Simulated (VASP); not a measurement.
Consider the following.

```
CELL_PARAMETERS angstrom
     -2.60882     2.60882     5.15336
      2.60882    -2.60882     5.15336
      2.60882     2.60882    -5.15336
ATOMIC_POSITIONS crystal
  Zn 0.00000 0.00000 0.00000
  Zn 0.75000 0.25000 0.50000
  Ge 0.50000 0.50000 0.00000
  Ge 0.25000 0.75000 0.50000
  P  0.87500 0.87626 0.50126
  P  0.12374 0.62500 0.99874
  P  0.37500 0.37374 0.49874
  P  0.62626 0.12500 0.00126
```

Level of theory: LDA (Ceperley-Alder, Perdew-Zunger), VASP's LDA PAW potentials (set 64) (plane waves; VASP). Numerical set-up: 500 eV cut-off, 6×6×6 Γ-centred mesh, Gaussian smearing of 0.050 eV, potentials Zn Ge_d P.

### Question
Estimate the energy per atom (σ→0), pressure, band gap (on the k-mesh) with the smallest direct gap where there is one.

### Answer

```json
{
  "band gap (on the k-mesh)": "0.94 eV",
  "smallest direct gap (on the k-mesh)": "0.96 eV",
  "energy per atom (σ→0)": "-4.946 eV/atom",
  "pressure": "9.96 GPa"
}
```

Total energies compare only between runs with the same potentials, cut-off and functional.

The compound is ZnGeP2 in the chalcopyrite structure. It was relaxed first under an external pressure of 10 GPa.
